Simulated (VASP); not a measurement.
Given:

```
Br
1.0
    8.23806    -2.12183     0.00000
    8.23806     2.12183     0.00000
    0.00000     0.00000     8.72785
Br
4
Direct
  0.85791   0.14209   0.11838
  0.64209   0.35791   0.61838
  0.14209   0.85791   0.88162
  0.35791   0.64209   0.38162
```

The numbers are results of PBE GGA, VASP's PBE PAW potentials (set 64) (plane waves; VASP 6.6.1), not measurements. Numerical set-up: 400 eV cut-off, Gaussian smearing of 0.050 eV, potentials Br.

Without a dispersion term in the relaxation, distances and binding between the weakly bound layers, chains or molecules are unreliable, and so is what depends on them.

Question: Give the energies of bands 5 to 17 at the high-symmetry points, in eV from the valence-band maximum.

Answer: 
| band | Γ | Y | F0 | Z | B0 | T | S | R |
|---|---|---|---|---|---|---|---|---|
| 5 | -4.84 | -4.84 | -4.86 | -4.30 | -4.58 | -4.30 | -4.82 | -4.58 |
| 6 | -3.59 | -3.59 | -4.76 | -4.30 | -4.58 | -4.30 | -4.82 | -4.58 |
| 7 | -2.71 | -2.71 | -2.38 | -2.45 | -3.20 | -2.45 | -2.36 | -3.22 |
| 8 | -2.19 | -2.19 | -2.36 | -2.45 | -3.20 | -2.45 | -2.36 | -3.22 |
| 9 | -2.00 | -2.01 | -2.19 | -1.79 | -2.15 | -1.79 | -2.15 | -2.14 |
| 10 | -1.85 | -1.85 | -2.10 | -1.79 | -2.15 | -1.79 | -2.15 | -2.14 |
| 11 | -1.28 | -1.28 | -1.18 | -1.01 | -0.60 | -1.01 | -1.18 | -0.60 |
| 12 | -1.03 | -1.03 | -1.15 | -1.01 | -0.60 | -1.01 | -1.18 | -0.60 |
| 13 | -0.42 | -0.42 | -0.65 | -0.43 | -0.10 | -0.43 | -0.60 | -0.09 |
| 14 | 0.00 | 0.00 | -0.54 | -0.43 | -0.10 | -0.43 | -0.60 | -0.09 |
| 15 | 1.38 | 1.38 | 2.37 | 1.71 | 1.85 | 1.71 | 2.41 | 1.84 |
| 16 | 2.26 | 2.26 | 2.42 | 1.71 | 1.85 | 1.71 | 2.41 | 1.84 |
| 17 | 5.31 | 6.12 | 7.16 | 5.85 | 7.56 | 6.68 | 7.27 | 7.56 |

The gap is indirect, 1.38 eV, from the valence maximum at Γ to the conduction minimum at Γ-S at 0.14.

The structure comes from a measured Br entry (Cmce) of the Crystallography Open Database, whose conditions weren't checked. It was relaxed first, which changed the volume by -6 %.
